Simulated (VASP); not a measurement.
Consider the following.

```
MgSe
1.0
    0.00000     2.69160     2.69160
    2.69160     0.00000     2.69160
    2.69160     2.69160     0.00000
Mg Se
1 1
Direct
  0.00000   0.00000   0.00000
  0.50000   0.50000   0.50000
```

Computed with LDA (Ceperley-Alder, Perdew-Zunger), VASP's LDA PAW potentials (set 64) (plane waves; VASP). Numerical set-up: 400 eV cut-off, 8×8×8 Γ-centred mesh, Gaussian smearing of 0.050 eV, potentials Mg Se.

Estimate the energy per atom (σ→0), band gap (on the k-mesh) with the smallest direct gap where there is one.

```json
{
 "band gap (on the k-mesh)": "1.71 eV",
 "smallest direct gap (on the k-mesh)": "2.66 eV",
 "energy per atom (σ→0)": "-4.301 eV/atom"
}
```

The absolute energy has meaning only against runs of the same code, potentials and settings.

The structure comes from a computed database's MgSe entry (Fm-3m); how it stands against other phases isn't given here. It was relaxed first. The start is the result of an earlier pass.
